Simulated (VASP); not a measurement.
Method: r2SCAN meta-GGA, VASP's PBE PAW potentials (set 64) (plane waves; VASP 6.6.1).

The input files of a VASP run:

INCAR:
```
ALGO=Normal
EDIFF=1E-7
ENCUT=480
ISIF=2
ISMEAR=0
LASPH=.TRUE.
LCHARG=.FALSE.
LMAXMIX=6
LMIXTAU=.TRUE.
LREAL=.FALSE.
LWAVE=.FALSE.
METAGGA=R2SCAN
NELM=100
PREC=Accurate
SIGMA=0.05
SYSTEM=PtS2
```

### KPOINTS
```
Automatic mesh
0
Gamma
  8 8 4
0 0 0
```

File POSCAR:
```
PtS2
1.0
  1.7198247299  -2.9788238810   0.0000000000
  1.7198247299   2.9788238810   0.0000000000
  0.0000000000   0.0000000000   5.4356525020
Pt S
1 2
Cartesian
  0.0000000000   0.0000000000   0.0000000000
  1.7198247299   0.9929432795   1.1969517256
  1.7198247299  -0.9929432795   4.2387007764
```

POTCAR, in this order: Pt S (PBE.64 set). Program: vasp_std.

What VASP printed:

OSZICAR:
```
       N       E                     dE             d eps       ncg     rms          rms(c)
DAV:   1     0.599529327924E+02    0.59953E+02   -0.10272E+04  1074   0.124E+03
DAV:   2    -0.704234912846E+02   -0.13038E+03   -0.12717E+03  1316   0.251E+02
DAV:   3    -0.755037394019E+02   -0.50802E+01   -0.50617E+01  1379   0.543E+01
DAV:   4    -0.755571634370E+02   -0.53424E-01   -0.53409E-01  1358   0.605E+00
DAV:   5    -0.755582276156E+02   -0.10642E-02   -0.10641E-02  1421   0.810E-01    0.227E+01
DAV:   6    -0.698829622686E+02    0.56753E+01   -0.10463E+01  1176   0.346E+01    0.151E+01
DAV:   7    -0.685868356249E+02    0.12961E+01   -0.16069E+00  1162   0.145E+01    0.728E+00
DAV:   8    -0.686335386519E+02   -0.46703E-01   -0.13650E-01  1225   0.361E+00    0.169E+00
DAV:   9    -0.686023125554E+02    0.31226E-01   -0.62312E-02  1127   0.321E+00    0.307E-01
DAV:  10    -0.686419446818E+02   -0.39632E-01   -0.17594E-02  1183   0.119E+00    0.203E-01
DAV:  11    -0.686416049334E+02    0.33975E-03   -0.52151E-04  1414   0.224E-01    0.177E-01
DAV:  12    -0.686437520324E+02   -0.21471E-02   -0.60417E-04  1190   0.269E-01    0.733E-02
DAV:  13    -0.686441448246E+02   -0.39279E-03   -0.32073E-04  1260   0.223E-01    0.662E-02
DAV:  14    -0.686442226032E+02   -0.77779E-04   -0.94269E-05  1162   0.121E-01    0.389E-02
DAV:  15    -0.686443699882E+02   -0.14739E-03   -0.99798E-05  1204   0.954E-02    0.989E-03
DAV:  16    -0.686443751066E+02   -0.51184E-05   -0.57287E-06  1379   0.259E-02    0.911E-03
DAV:  17    -0.686443750943E+02    0.12368E-07   -0.80710E-08  1003   0.262E-03
   1 F= -.68644375E+02 E0= -.68644375E+02  d E =-.609612E-12
```

### OUTCAR
```
------------------------ aborting loop because EDIFF is reached ----------------------------------------
  FORCE on cell =-STRESS in cart. coord.  units (eV):
  Direction    XX          YY          ZZ          XY          YZ          ZX
  --------------------------------------------------------------------------------------
  Total        5.8485395      5.8485398      3.7729094      0.0000000      0.0000000      0.0000000
  in kB      168.2469934    168.2470011    108.5366121      0.0000000      0.0000000      0.0000000
  external PRESSURE =     148.3435355 kB  Pullay stress =       0.0000000 kB
  volume of cell :       55.69
      direct lattice vectors                 reciprocal lattice vectors
     1.719824730 -2.978823881  0.000000000     0.290727300 -0.167851481  0.000000000
     1.719824730  2.978823881  0.000000000     0.290727300  0.167851481  0.000000000
     0.000000000  0.000000000  5.435652502     0.000000000  0.000000000  0.183970554
 POSITION                                       TOTAL-FORCE (eV/Angst)
 -----------------------------------------------------------------------------------
      0.00000      0.00000      0.00000         0.000000     -0.000000      0.000000
      1.71982      0.99294      1.19695         0.000000     -0.000000      1.450695
      1.71982     -0.99294      4.23870        -0.000000      0.000000     -1.450695
 -----------------------------------------------------------------------------------
    total drift:                               -0.000000     -0.000000      0.000000
  FREE ENERGIE OF THE ION-ELECTRON SYSTEM (eV)
  ---------------------------------------------------
  free  energy   TOTEN  =       -68.6443750943 eV

  energy  without entropy=      -68.6443750943  energy(sigma->0) =      -68.64437509
```
(Selected blocks of OUTCAR.)

OUTCAR:
```
 val. band max:        5.9959376947   @ k =   0.0000   0.1250   0.2500

 cond. band min:       7.4803896705   @ k =   0.0000   0.2500   0.2500


 Fermi energy:         6.2244681355

 k-point     1 :       0.0000    0.0000    0.0000
  band No.  band energies     occupation
      1     -10.0182      2.00000
      2      -6.9442      2.00000
      3      -1.0558      2.00000
      4      -1.0151      2.00000
      5      -1.0151      2.00000
      6       2.0241      2.00000
      7       2.0241      2.00000
      8       4.2462      2.00000
      9       5.2755      2.00000
     10       5.2755      2.00000
     11       5.7802      2.00000
     12       9.2401      0.00000
     13       9.2401      0.00000
     14      11.9527      0.00000
     15      12.9112      0.00000

 k-point     2 :       0.1250    0.0000    0.0000
  band No.  band energies     occupation
      1      -9.7829      2.00000
      2      -7.0435      2.00000
      3      -0.9327      2.00000
      4      -0.8671      2.00000
      5      -0.8109      2.00000
      6       1.6995      2.00000
      7       1.8625      2.00000
      8       3.7651      2.00000
      9       5.1807      2.00000
     10       5.3230      2.00000
     11       5.9296      2.00000
     12       8.4052      0.00000
     13       9.0202      0.00000
     14      12.8718      0.00000
     15      13.6871      0.00000

 k-point     3 :       0.2500    0.0000    0.0000
  band No.  band energies     occupation
      1      -9.1416      2.00000
      2      -7.2706      2.00000
      3      -0.7458      2.00000
      4      -0.5358      2.00000
      5      -0.1219      2.00000
      6       0.7182      2.00000
      7       1.6990      2.00000
      8       3.1255      2.00000
      9       4.8285      2.00000
     10       5.0176      2.00000
     11       5.4675      2.00000
     12       8.0911      0.00000
     13       8.9247      0.00000
     14      12.5524      0.00000
     15      14.8530      0.00000
...
```

Unless said otherwise, spin-orbit coupling is left out, though it shifts the bands of the heavy elements here.

The compound is PtS2 in the 1T layered structure. This cell was strained or had an atom moved on purpose.
